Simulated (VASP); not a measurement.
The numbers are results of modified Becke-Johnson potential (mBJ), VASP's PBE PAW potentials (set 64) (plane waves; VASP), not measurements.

Input for VASP

KPOINTS_OPT:
```
k-points along high-symmetry lines
5
Line-mode
Reciprocal
  0.000000   0.000000   0.000000 ! GAMMA
 -0.500000  -0.500000   0.000000 ! X

 -0.500000  -0.500000   0.000000 ! X
 -0.375000  -0.375000   0.250000 ! U

 -0.375000  -0.000000   0.375000 ! K
  0.000000   0.000000   0.000000 ! GAMMA

  0.000000   0.000000   0.000000 ! GAMMA
 -0.000000  -0.000000   0.500000 ! L

 -0.000000  -0.000000   0.500000 ! L
 -0.500000  -0.250000   0.250000 ! W

 -0.500000  -0.250000   0.250000 ! W
 -0.500000  -0.500000   0.000000 ! X
```

### POSCAR
```
InP
1
    0.0000000000     2.9787197880     2.9787197880
    2.9787197880     0.0000000000     2.9787197880
    2.9787197880     2.9787197880     0.0000000000
In P
1 1
Direct
  0.0000000000   0.0000000000   0.0000000000
  0.2500000000   0.2500000000   0.2500000000
```

INCAR:
```
SYSTEM = InP
PREC = Accurate
ENCUT = 520
EDIFF = 1E-6
NELM = 200
ALGO = Normal
LREAL = .FALSE.
LASPH = .TRUE.
ISMEAR = 0
SIGMA = 0.05
METAGGA = MBJ
LMIXTAU = .TRUE.
LMAXMIX = 4
LWAVE = .FALSE.
LCHARG = .FALSE.
ISIF = 0
```

**KPOINTS**
```
kpoints
0
gamma
  6 6 6
0 0 0
```

POTCAR, in this order: In_d P (PBE.64 set). Program: vasp_std. Read from the step before: WAVECAR.

Output

File OSZICAR:
```
       N       E                     dE             d eps       ncg     rms          rms(c)
DAV:   1     0.307935875629E+03    0.30794E+03   -0.68906E-01   604   0.123E+01    0.152E+00
DAV:   2     0.307709362712E+03   -0.22651E+00   -0.15591E+00   416   0.137E+01    0.320E+00
DAV:   3     0.307780285130E+03    0.70922E-01   -0.67025E-02   496   0.190E+00    0.306E+00
DAV:   4     0.307764284816E+03   -0.16000E-01   -0.35815E-03   781   0.345E-01    0.324E+00
DAV:   5     0.307769851364E+03    0.55665E-02   -0.85442E-05   471   0.676E-02    0.324E+00
DAV:   6     0.308268744829E+03    0.49889E+00   -0.33016E-01   416   0.376E+00    0.745E+00
DAV:   7     0.308384450429E+03    0.11571E+00   -0.66182E-02   416   0.178E+00    0.754E+00
DAV:   8     0.308390649628E+03    0.61992E-02   -0.20852E-03   501   0.435E-01    0.617E+00
DAV:   9     0.308366707527E+03   -0.23942E-01   -0.44772E-04   548   0.255E-01    0.685E+00
DAV:  10     0.308384512497E+03    0.17805E-01   -0.13534E-04   606   0.170E-01    0.632E+00
DAV:  11     0.308456574756E+03    0.72062E-01   -0.41164E-03   469   0.924E-01    0.335E+00
DAV:  12     0.308512163273E+03    0.55589E-01   -0.33580E-03   682   0.821E-01    0.107E+00
DAV:  13     0.308522653148E+03    0.10490E-01   -0.36761E-03   421   0.474E-01    0.920E-01
DAV:  14     0.308565806934E+03    0.43154E-01   -0.25310E-03   434   0.437E-01    0.420E-01
DAV:  15     0.308599532120E+03    0.33725E-01   -0.50542E-04   475   0.221E-01    0.199E-01
DAV:  16     0.308597360693E+03   -0.21714E-02   -0.19155E-04   484   0.124E-01    0.137E-01
DAV:  17     0.308602908346E+03    0.55477E-02   -0.49343E-05   573   0.501E-02    0.113E-01
DAV:  18     0.308610042010E+03    0.71337E-02   -0.10044E-04   426   0.837E-02    0.191E-02
DAV:  19     0.308610531724E+03    0.48971E-03   -0.25412E-05   476   0.590E-02    0.106E-02
DAV:  20     0.308611043595E+03    0.51187E-03   -0.39688E-06   564   0.140E-02    0.120E-02
DAV:  21     0.308610386382E+03   -0.65721E-03   -0.21863E-06   436   0.206E-02    0.211E-02
DAV:  22     0.308610401040E+03    0.14658E-04   -0.15632E-06   386   0.144E-02    0.557E-03
DAV:  23     0.308610196745E+03   -0.20430E-03   -0.15569E-07   238   0.357E-03    0.256E-03
DAV:  24     0.308609938252E+03   -0.25849E-03   -0.33295E-08   223   0.204E-03    0.317E-03
DAV:  25     0.308609806414E+03   -0.13184E-03   -0.21648E-08   223   0.123E-03    0.161E-03
DAV:  26     0.308609733137E+03   -0.73277E-04   -0.90697E-09   223   0.729E-04    0.110E-03
DAV:  27     0.308609732431E+03   -0.70660E-06   -0.43652E-09   213   0.541E-04
   1 F= 0.30860973E+03 E0= 0.30860973E+03  d E =-.552291E-13
       N       E                     dE             ncg
       N       E                     dE             ncg
```

### OUTCAR
```
------------------------ aborting loop because EDIFF is reached ----------------------------------------
  volume of cell :       52.86
      direct lattice vectors                 reciprocal lattice vectors
     0.000000000  2.978719788  2.978719788    -0.167857347  0.167857347  0.167857347
     2.978719788  0.000000000  2.978719788     0.167857347 -0.167857347  0.167857347
     2.978719788  2.978719788  0.000000000     0.167857347  0.167857347 -0.167857347
  FREE ENERGIE OF THE ION-ELECTRON SYSTEM (eV)
  ---------------------------------------------------
  free  energy   TOTEN  =       308.6097324307 eV

  energy  without entropy=      308.6097324307  energy(sigma->0) =      308.60973243

     CMBJ =    1.0000

     CMBJA=   -0.0120

     CMBJB=    1.0230

     CMBJE=    0.5000

    CMBJ =    1.2204
```
(Selected blocks of OUTCAR.)

### OUTCAR
```
 val. band max:        4.5697030293   @ k =   0.0000   0.0000   0.0000

 cond. band min:       5.9660963646   @ k =   0.0000   0.0000   0.0000


 Fermi energy:         4.8077107801

 k-point     1 :       0.0000    0.0000    0.0000
  band No.  band energies     occupation
      1      -9.8449      2.00000
      2      -9.8449      2.00000
      3      -9.8447      2.00000
      4      -9.6831      2.00000
      5      -9.6831      2.00000
      6      -6.4083      2.00000
      7       4.5695      2.00000
      8       4.5695      2.00000
      9       4.5697      2.00000
     10       5.9661      0.00000
     11       9.2958      0.00000
     12       9.2958      0.00000
     13       9.2969      0.00000

 k-point     2 :       0.1667    0.0000    0.0000
  band No.  band energies     occupation
      1      -9.8665      2.00000
      2      -9.8351      2.00000
      3      -9.8349      2.00000
      4      -9.6827      2.00000
      5      -9.6827      2.00000
      6      -6.1288      2.00000
      7       2.7063      2.00000
      8       4.3174      2.00000
      9       4.3177      2.00000
     10       6.9594      0.00000
     11       9.6119      0.00000
     12       9.6955      0.00000
     13       9.6964      0.00000

 k-point     3 :       0.3333    0.0000    0.0000
  band No.  band energies     occupation
      1      -9.9080      2.00000
      2      -9.8179      2.00000
      3      -9.8178      2.00000
      4      -9.6794      2.00000
      5      -9.6793      2.00000
      6      -5.4188      2.00000
      7       0.5078      2.00000
      8       3.9076      2.00000
      9       3.9080      2.00000
     10       6.9037      0.00000
     11      10.0219      0.00000
     12      10.0224      0.00000
     13      11.3755      0.00000

 k-point     4 :       0.5000    0.0000    0.0000
  band No.  band energies     occupation
      1      -9.9279      2.00000
      2      -9.8107      2.00000
      3      -9.8106      2.00000
...
```

mBJ is a potential without an energy functional, so only the levels count. Unless said otherwise, spin-orbit coupling is left out, though it shifts the bands of the heavy elements here.

The compound is InP in the zinc blende structure. It was relaxed first. The cell's shape comes from a PBE relaxation.
